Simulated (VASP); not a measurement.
Runs of VASP 6.6.1 on Sn. Symmetry: Fd-3m, No. 227, cubic system. Conventional cell: a = 6.537 Å, b = 6.537 Å, c = 6.537 Å, α = 90.00°, β = 90.00°, γ = 90.00°. Around Sn (site symmetry -43m) lie 4 Sn at 2.83 Å. This isn't the form of Sn at room conditions, which is tetragonal (white tin).

```csv
task,level,cell,k mesh,cutoff (eV),grid for exact exchange (PRECFOCK),exchange at q = 0,screening parameter,gap on the mesh (eV),pressure (GPa)
band structure,PBE,as given,6 × 6 × 6,520,Fast,-,-,-,(a)
band structure,PBE0,as given,6 × 6 × 6,520,Fast,truncated,-,0.34,(b)
relaxation of cell and atoms,PBEsol,relaxed,10 × 10 × 10,600,-,-,-,none,0.0
band structure,HSE06,as given,6 × 6 × 6,520,Fast,-,0.2 1/A,-,0.4
```

Alike in all rows: potentials or basis VASP PAW PBE potentials, release 64 (Sn_d); no spin polarisation; smearing gaussian 0.03 eV.

Q: Fill in the values left out.

A: (a) 2.2; (b) 0.2.

Caveats: spin-orbit coupling is left out, which moves the levels of the heavy elements (some runs); the PAW data sets were made with another functional, which shifts forces and pressure a little (some runs); the relaxation stopped at its first step, so nothing moved (some runs).

A k mesh can miss the band edges, and the runs leave out spin-orbit coupling on Sn.

A gap of «none» marks a metal or a gap under the smearing width.
